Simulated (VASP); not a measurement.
Output of a VASP run:

OSZICAR:
```
       N       E                     dE             d eps       ncg     rms          rms(c)
DAV:   1     0.891273751671E+02    0.89127E+02   -0.91550E+03   910   0.167E+03
DAV:   2    -0.256255335698E+00   -0.89384E+02   -0.85503E+02   965   0.288E+02
DAV:   3    -0.547982377506E+01   -0.52236E+01   -0.52006E+01  1140   0.702E+01
DAV:   4    -0.552381940562E+01   -0.43996E-01   -0.43989E-01   990   0.679E+00
DAV:   5    -0.552403172433E+01   -0.21232E-03   -0.21232E-03  1110   0.467E-01    0.810E+00
DAV:   6    -0.522456725717E+01    0.29946E+00   -0.76261E-01  1108   0.350E+01    0.576E+00
DAV:   7    -0.519968049856E+01    0.24887E-01   -0.30819E-01   970   0.599E+00    0.227E+00
DAV:   8    -0.519915074899E+01    0.52975E-03   -0.57014E-03  1300   0.132E+00    0.607E-01
DAV:   9    -0.519889815096E+01    0.25260E-03   -0.17650E-03   970   0.474E-01    0.667E-02
DAV:  10    -0.519895402126E+01   -0.55870E-04   -0.31284E-04  1295   0.255E-01    0.349E-02
DAV:  11    -0.519896292343E+01   -0.89022E-05   -0.47264E-05  1011   0.940E-02    0.988E-03
DAV:  12    -0.519896430321E+01   -0.13798E-05   -0.56706E-06  1100   0.217E-02    0.243E-03
DAV:  13    -0.519896436447E+01   -0.61259E-07   -0.29951E-07   635   0.529E-03
   1 F= 0.14894169E+01 E0= 0.14894169E+01  d E =0.148942E+01
```

OUTCAR:
```
------------------------ aborting loop because EDIFF is reached ----------------------------------------
  FORCE on cell =-STRESS in cart. coord.  units (eV):
  Direction    XX          YY          ZZ          XY          YZ          ZX
  --------------------------------------------------------------------------------------
  Total        6.6763602      6.6763602      6.6763602     -0.0000000     -0.0000000      0.0000000
  in kB      299.4608098    299.4608098    299.4608098     -0.0000000     -0.0000000      0.0000000
  external PRESSURE =      -0.5391902 kB  Pullay stress =     300.0000000 kB
  volume of cell :       35.72
      direct lattice vectors                 reciprocal lattice vectors
     0.000000000  2.613926975  2.613926975    -0.191283079  0.191283079  0.191283079
     2.613926975  0.000000000  2.613926975     0.191283079 -0.191283079  0.191283079
     2.613926975  2.613926975  0.000000000     0.191283079  0.191283079 -0.191283079
  FREE ENERGIE OF THE ION-ELECTRON SYSTEM (eV)
  ---------------------------------------------------
  free  energy   TOTEN  =        -5.1989643645 eV

  energy  without entropy=       -5.1989643645  energy(sigma->0) =       -5.19896436
  enthalpy is  TOTEN    =         1.4894168716 eV   P V=        6.6883812360

 reached required accuracy - stopping structural energy minimisation
```
(Selected blocks of OUTCAR.)

**POSCAR**
```
ZnSe
1
    0.0000000000     2.6139269752     2.6139269752
    2.6139269752    -0.0000000000     2.6139269752
    2.6139269752     2.6139269752     0.0000000000
Zn Se
1 1
Direct
  0.0000000000   0.0000000000   0.0000000000
  0.2500000000   0.2500000000   0.2500000000
```

Q: Write an INCAR and KPOINTS that could have produced this output.

A: Several could match; the one computed here: the input of the run itself, PBE GGA, plane waves, VASP's PBE PAW potentials (set 64).

**INCAR**
```
SYSTEM = ZnSe
PREC = Accurate
ENCUT = 500
EDIFF = 1E-6
NELM = 100
ALGO = Normal
LREAL = .FALSE.
LASPH = .TRUE.
ISMEAR = 0
SIGMA = 0.05
GGA = PE
LMAXMIX = 4
LWAVE = .FALSE.
LCHARG = .FALSE.
IBRION = 2
ISIF = 3
NSW = 40
EDIFFG = -0.02
PSTRESS = 300
```

**KPOINTS**
```
Regular mesh
0
Gamma
9 9 9
0 0 0
```

POTCAR, in this order: Zn Se (PBE.64 set). Program: vasp_std.

The compound is ZnSe in the zinc blende structure. It was relaxed first under an external pressure of 30 GPa.
